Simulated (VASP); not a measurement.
# MgO (Periclase): relaxation of cell and atoms with PBE

MgO (Periclase):

```
Mg O
1.0
     0.00000    2.10850    2.10850
     2.10850    0.00000    2.10850
     2.10850    2.10850    0.00000
Mg O
1 1
Cartesian
  0.0000 0.0000 0.0000
  2.1085 2.1085 2.1085
```

```
Program                : VASP 6.6.1
Task                   : relaxation of cell and atoms
Functional             : PBE
Potentials or basis    : VASP PAW PBE potentials, release 64 (Mg, O)
Cutoff                 : 600 eV
k mesh                 : 12 × 12 × 12
Occupations            : gaussian, width 0.03 eV
Spin                   : no spin polarisation
Target pressure        : 22.6 GPa
Further INCAR settings : ALGO = Normal; EDIFF = 1e-06; IBRION = 2; EDIFFG = -0.01; NSW = 90; ISIF = 3
Target pressure        : 22.6 GPa
```

* Relaxed volume: 8.51 Å³/atom
* Relaxed cell: a = 2.888 Å, b = 2.888 Å, c = 2.888 Å, α = 60.00°, β = 60.00°, γ = 60.00°
* Space group after relaxing (to 0.05 Å): Fm-3m (No. 225)
* Energy change on relaxing (the enthalpy is what falls): +64.5 meV/atom
* Ionic steps: 5
* Pressure after relaxing: 22.4 GPa
* Band gap on the k mesh: 5.69 eV, direct

Step by step:
```tsv
step	energy change (eV)	largest force (eV/Å)	pressure (GPa)	volume (Å³)
1	0.0000	0.0000	3.09	18.75
2	0.3709	0.0000	42.86	15.82
3	0.1286	0.0000	22.40	17.03
4	0.1333	0.0000	22.85	17.00
5	0.1290	0.0000	22.42	17.03
```

Final structure:
```xyz
2
Lattice="0.0000 2.0419 2.0419 2.0419 0.0000 2.0419 2.0419 2.0419 0.0000" Properties=species:S:1:pos:R:3 pbc="T T T"
Mg    2.0419    2.0419    0.0000
O     2.0419    2.0419    2.0419
```

Levels at points of the mesh, in eV from the valence-band top:
| k point | band 1 | band 2 | band 3 | band 4 | band 5 | band 6 | band 7 | band 8 |
| --- | --- | --- | --- | --- | --- | --- | --- | --- |
| (0.00, 0.00, 0.00) | -17.77 | 0.00 | 0.00 | 0.00 | 5.69 | 16.33 | 16.33 | 16.33 |
| (0.50, 0.00, 0.00) | -16.23 | -5.04 | -0.76 | -0.76 | 8.51 | 13.69 | 17.29 | 17.29 |
| (0.50, 0.50, 0.00) | -15.94 | -4.48 | -1.48 | -1.48 | 9.22 | 11.02 | 14.12 | 20.44 |

Run time: 16 s on 1 thread of Intel(R) Xeon(R) Platinum 8559C (Emerald Rapids), on a shared host, peak memory 0.15 GiB.

Caveat: the cell is relaxed towards a set pressure, so the enthalpy falls and the energy may rise. A k mesh can miss the band edges.
